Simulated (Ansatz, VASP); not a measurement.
# Ni (Ni strained to the junction's net): VASP beside Ansatz, part 2 of 2

Wanted: the spread between two codes on one cell, functional and k mesh. The structure shown is the end of the Ansatz relaxation below.

VASP 6.6.1 and Ansatz 0.2.0.

So far: The structure; Ansatz: relaxation, PBE; VASP: single point, PBE.

## Step 3: VASP: single point, PBE (continued)

Level of this step: PBE, spin-polarised from a ferromagnetic start; plane waves and PAW (Ni) (VASP).

Numbers of over 12 decimals in the logs are rounded to 6 here.

From OUTCAR (step 3):

```text
ion  position               nearest neighbor table
   1  0.667  0.333  0.000-   3 2.45   2 2.45   3 2.45   2 2.45   2 2.45   3 2.45   6 2.49   7 2.49
                             4 2.49   8 2.49   9 2.49   5 2.49
   2  0.000  0.000  0.000-   1 2.45   3 2.45   3 2.45   1 2.45   1 2.45   3 2.45   7 2.49   9 2.49
                             4 2.49   5 2.49   8 2.49   6 2.49
   3  0.333  0.667  0.000-   1 2.45   2 2.45   1 2.45   2 2.45   2 2.45   1 2.45   8 2.49   4 2.49
                             7 2.49   6 2.49   5 2.49   9 2.49
   4  0.000  0.667  0.333-   5 2.45   6 2.45   6 2.45   6 2.45   5 2.45   5 2.45   2 2.49   3 2.49
                             1 2.49   8 2.49   9 2.49   7 2.49
   5  0.333  0.333  0.333-   4 2.45   6 2.45   6 2.45   4 2.45   4 2.45   6 2.45   2 2.49   3 2.49
                             1 2.49   8 2.49   7 2.49   9 2.49
   6  0.667  0.000  0.333-   5 2.45   4 2.45   4 2.45   5 2.45   4 2.45   5 2.45   1 2.49   2 2.49
                             3 2.49   7 2.49   9 2.49   8 2.49
   7  0.000  0.333  0.667-   9 2.45   8 2.45   8 2.45   9 2.45   8 2.45   9 2.45   2 2.49   1 2.49
                             3 2.49   6 2.49   5 2.49   4 2.49
   8  0.333  0.000  0.667-   7 2.45   9 2.45   7 2.45   9 2.45   7 2.45   9 2.45   3 2.49   2 2.49
                             1 2.49   4 2.49   5 2.49   6 2.49
   9  0.667  0.667  0.667-   7 2.45   8 2.45   8 2.45   7 2.45   7 2.45   8 2.45   2 2.49   1 2.49
                             3 2.49   6 2.49   4 2.49   5 2.49

  LATTYP: Found a hexagonal cell.
 ALAT       =     4.2360000000
 C/A-ratio  =     1.4546870451

 Subroutine GETGRP returns: Found 12 space group operations
 (whereof 12 operations were pure point group operations)

The static configuration has the point symmetry D_3d.

 Found     81 irreducible k-points:

   k-points           NKPTS =     81   k-points in BZ     NKDIM =     81   number of bands    NBANDS=     64

   dimension x,y,z NGX =    36 NGY =   36 NGZ =   50
   dimension x,y,z NGXF=    72 NGYF=   72 NGZF=  100

   ENCUT  =  600.0 eV  44.10 Ry    6.64 a.u.   8.46  8.46 12.31*2*pi/ulx,y,z

   NELECT =      90.0000    total number of electrons

 k-points in reciprocal lattice and weights: Automatic mesh
   0.00000000  0.00000000  0.00000000       0.001
   0.08333333  0.00000000  0.00000000       0.008
   0.16666667  0.00000000  0.00000000       0.008
   0.25000000 -0.00000000  0.00000000       0.008
   0.33333333 -0.00000000  0.00000000       0.008
   0.41666667 -0.00000000  0.00000000       0.008
   0.50000000 -0.00000000  0.00000000       0.004
   0.08333333  0.08333333  0.00000000       0.008
   0.16666667  0.08333333  0.00000000       0.017
[...]
0.33333333  0.33333333  0.40000000       0.003
  -0.33333333 -0.33333333  0.40000000       0.003

 average (electrostatic) potential at core
       1 -81.7185       2 -81.7185       3 -81.7185       4 -81.7185       5 -81.7185
       6 -81.7185       7 -81.7185       8 -81.7185       9 -81.7185

 E-fermi :   9.6818

 spin component 1
 k-point     1 :       0.0000    0.0000    0.0000
  band No.  band energies     occupation
    ...
     44       8.7948      0.99986
     45       8.7948      0.99986
     46       8.7948      0.99986
     47       8.7948      0.99986
     48       8.7948      0.99986
     49      14.7318      0.00000
     50      14.7318      0.00000
     51      14.7318      0.00000
     52      14.7318      0.00000
     53      14.7318      0.00000
    ...

 k-point     2 :       0.0833    0.0000    0.0000
  band No.  band energies     occupation
    ...
     44       8.9052      0.99958
     45       8.9052      0.99958
     46       8.9328      0.99944
     47       8.9449      0.99937
     48       8.9449      0.99937
     49      13.1838      0.00000
     50      13.9277      0.00000
     51      13.9277      0.00000
     52      15.4317      0.00000
     53      15.4317      0.00000
    ...

 k-point     3 :       0.1667    0.0000    0.0000
  band No.  band energies     occupation
    ...
     44       9.0345      0.99846
     45       9.0345      0.99846
     46       9.0491      0.99822
     47       9.2011      0.99190
     48       9.2011      0.99189
     49      11.8655      0.00000
     50      13.1913      0.00000
     51      13.1913      0.00000
     52      14.7607      0.00000
     53      14.7607      0.00000
    ...

 k-point     4 :       0.2500   -0.0000    0.0000
  band No.  band energies     occupation
    ...
     44       9.1029      0.99695
     45       9.1029      0.99695
     46       9.1413      0.99552
     47       9.5293      0.82126
     48       9.5293      0.82126
     49      10.8124      0.00001
     50      12.5362      0.00000
     51      12.5362      0.00000
     52      13.5542      0.00000
     53      13.5542      0.00000
    ...

 k-point     5 :       0.3333   -0.0000    0.0000
  band No.  band energies     occupation
    ...
     42       9.0031      0.99887
     43       9.0098      0.99879
     44       9.0602      0.99801
     45       9.0602      0.99801
     46       9.2082      0.99131
     47       9.9050      0.09693
     48       9.9050      0.09692
     49      10.0192      0.03313
     50      11.9857      0.00000
     51      11.9857      0.00000
    ...

 k-point     6 :       0.4167   -0.0000    0.0000
  band No.  band energies     occupation
    ...
     43       9.1260      0.99616
     44       9.1260      0.99616
     45       9.1329      0.99588
     46       9.2486      0.98703
     47       9.4362      0.92104
     48      10.3341      0.00147
     49      10.3341      0.00147
     50      11.5490      0.00000
     51      11.5490      0.00000
     52      11.5936      0.00000
    ...

  Total        4.6858194      4.6858194     -0.1016529      0.0000000     -0.0000000      0.0000000
  in kB       78.4021675     78.4021675     -1.7008359      0.0000000     -0.0000000      0.0000000
  external PRESSURE =      51.7011664 kB  Pullay stress =       0.0000000 kB

  energy-cutoff  :      600.00
  volume of cell :       95.76
      direct lattice vectors                 reciprocal lattice vectors
     4.236000000  0.000000000  0.000000000     0.236071766  0.136296098  0.000000000
    -2.118000000  3.668483610  0.000000000     0.000000000  0.272592195  0.000000000
     0.000000000  0.000000000  6.162054323     0.000000000  0.000000000  0.162283542

 POSITION                                       TOTAL-FORCE (eV/Angst)
 -----------------------------------------------------------------------------------
      2.11800      1.22283      0.00000         0.000000      0.000000      0.000000
      0.00000      0.00000      0.00000         0.000000     -0.000000      0.000000
     -0.00000      2.44566      0.00000        -0.000000      0.000000      0.000000
     -1.41200      2.44566      2.05402        -0.000000      0.000000     -0.000000
      0.70600      1.22283      2.05402        -0.000000     -0.000000     -0.000000
      2.82400      0.00000      2.05402         0.000000      0.000000     -0.000000
     -0.70600      1.22283      4.10804         0.000000     -0.000000      0.000000
      1.41200      0.00000      4.10804        -0.000000      0.000000      0.000000
      1.41200      2.44566      4.10804         0.000000     -0.000000      0.000000
 -----------------------------------------------------------------------------------
    total drift:                               -0.000000      0.000000      0.000000

  FREE ENERGIE OF THE ION-ELECTRON SYSTEM (eV)
  ---------------------------------------------------
  free  energy   TOTEN  =       -49.4007148559 eV

  energy  without entropy=      -48.9241906881  energy(sigma->0) =      -49.16245277

 total charge
# of ion       s       p       d       tot
------------------------------------------
    1        0.507   0.518   8.327   9.352
    2        0.507   0.518   8.327   9.352
    3        0.507   0.518   8.327   9.352
    4        0.507   0.518   8.327   9.352
    5        0.507   0.518   8.327   9.352
    6        0.507   0.518   8.327   9.352
    7        0.507   0.518   8.327   9.352
    8        0.507   0.518   8.327   9.352
    9        0.507   0.518   8.327   9.352
--------------------------------------------------
tot          4.567   4.661  74.939  84.167

 magnetization (x)
# of ion       s       p       d       tot
------------------------------------------
    1       -0.006  -0.024   0.646   0.615
    2       -0.006  -0.024   0.646   0.615
    3       -0.006  -0.024   0.646   0.615
    4       -0.006  -0.024   0.646   0.615
    5       -0.006  -0.024   0.646   0.615
    6       -0.006  -0.024   0.646   0.615
    7       -0.006  -0.024   0.646   0.615
    8       -0.006  -0.024   0.646   0.615
    9       -0.006  -0.024   0.646   0.615
--------------------------------------------------
tot         -0.056  -0.216   5.811   5.539

[... 6 further parts left out ...]
```

The run ends at a pressure of 5.17 GPa.

## Step 4: Differences

Known differences besides the potentials themselves: VASP starts from the moments at which Ansatz ended; the data sets hold 162 valence electrons in Ansatz (on its default PAW (the set named soft_2) files) and 90 in VASP; the cutoff is 420 eV in Ansatz and 600 eV in VASP; Ansatz's pressure holds a Pulay correction, VASP's none; site moments are counted in spheres of each program's own size. Total energies have different zeros and are not compared.

Both answers:

```
          quantity  Ansatz  VASP  difference
    pressure (GPa)    5.45  5.17       +0.28
 total moment (μB)    5.57  5.46       +0.12
moment on Ni1 (μB)    0.66  0.61       +0.04
moment on Ni2 (μB)    0.66  0.61       +0.04
moment on Ni3 (μB)    0.66  0.61       +0.04
moment on Ni4 (μB)    0.66  0.61       +0.04
moment on Ni5 (μB)    0.66  0.61       +0.04
moment on Ni6 (μB)    0.66  0.61       +0.04
moment on Ni7 (μB)    0.66  0.61       +0.04
moment on Ni8 (μB)    0.66  0.61       +0.04
```

## Step 5: Summary of results

| Item | Value |
| --- | --- |
| difference in total moment (single point, PBE) | 0.12 μB |

The difference in total moment is 0.12 μB (single point, PBE). The data sets hold unlike numbers of valence electrons (162 in Ansatz and 90 in VASP), so part of the differences comes from the potentials. How closely two codes agree says nothing of how well the functional describes the real material.

[Lines on the potential files, build, host, timing and source positions are cut from VASP's logs without a mark.]

[Logs are printed without paths, hosts, clocks, repeated set-up lines and the standing remarks that a program may print on its own settings, such as how far it seeks lower states.]

[Hosts, paths, dates, database ids (printed as entryN), source tags and the programs' standing remarks are cut or masked in the printed files.]
